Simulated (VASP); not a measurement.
Consider the following.

```
Ti3ZrC4
1.0
    0.00000     2.20204     2.20204
    2.20204     0.00000     2.20204
    8.78199     8.78199     0.02616
Zr C Ti
1 4 3
Cartesian
  0.00000   0.00000   0.00000
  2.27609   2.27609   2.12799
  4.41986   4.41986   2.18625
  6.56416   6.56416   2.24399
  8.70794   8.70794   2.30225
  4.44721   4.44721   4.36094
  4.39099   4.39099   0.01308
  6.53682   6.53682   0.06929
```

Calculation: PBEsol GGA, VASP's PBE PAW potentials (set 64) (plane waves; VASP). Settings: 520 eV cut-off, Gaussian smearing of 0.050 eV, potentials Zr_sv C Ti_sv.

Question: Predict the band gap (along the path) with the smallest direct gap where there is one.

Answer: 
```json
{
  "band gap (along the path)": "none (metal, semimetal or under 0.01 eV)"
}
```

Only differences to runs with the same potentials and settings are physical.

The structure was generated: Ti3ZrC4 was put into an ordered model structure (R-3m), which need not be its known phase. It was relaxed first.
